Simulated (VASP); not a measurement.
Consider the following.

```yaml
crystal:
  lattice:
    - [-2.76118, 2.76118, 4.27389]
    - [2.76118, -2.76118, 4.27389]
    - [2.76118, 2.76118, -4.27389]
  atoms:
    - { symbol: Si, position: [0.75000, 0.25000, 0.50000] }
    - { symbol: Si, position: [0.00000, 0.00000, 0.00000] }
    - { symbol: S, position: [0.09908, 0.12500, 0.47408] }
    - { symbol: S, position: [0.87500, 0.34908, 0.97408] }
    - { symbol: S, position: [0.65092, 0.62500, 0.52592] }
    - { symbol: S, position: [0.37500, 0.90092, 0.02592] }
```

Level of theory: PBEsol GGA, VASP's PBE PAW potentials (set 64) (plane waves; VASP 6.6.1). Run with 400 eV cut-off, Gaussian smearing of 0.050 eV, potentials Si S.

Problem. Give the energies of bands 6 to 19 at the high-symmetry points, in eV from the valence-band maximum.

Solution. 
```tsv
band	Γ	X	P	N	M	S	R
6	-4.92	-6.89	-6.81	-5.54	-6.60	-6.13	-6.67
7	-4.92	-3.89	-4.33	-4.75	-4.00	-4.32	-4.11
8	-4.25	-3.89	-4.33	-4.11	-4.00	-4.03	-4.11
9	-4.05	-3.14	-2.63	-2.75	-2.28	-3.03	-2.98
10	-3.38	-3.14	-2.63	-2.72	-2.28	-2.76	-2.98
11	-1.81	-1.89	-1.97	-2.44	-2.00	-1.96	-1.98
12	-1.53	-1.89	-1.97	-2.25	-2.00	-1.84	-1.98
13	-1.53	-0.80	-0.59	-1.04	-1.86	-1.64	-0.95
14	-0.48	-0.80	-0.59	-1.01	-1.86	-0.78	-0.95
15	-0.48	-0.21	-0.52	-0.32	-0.22	-0.59	-0.24
16	-0.08	-0.21	-0.52	-0.27	-0.22	0.00	-0.24
17	2.95	3.73	3.88	3.70	3.39	3.28	3.73
18	4.04	3.73	3.88	4.44	3.39	3.77	3.73
19	4.15	4.45	4.36	4.56	3.50	3.95	4.62
```

The gap is indirect, 2.95 eV, from the valence maximum at S0-Γ at 0.11 to the conduction minimum at Γ.

The structure comes from a computed database's SiS2 entry (I-42d); how it stands against other phases isn't given here. It was relaxed first.
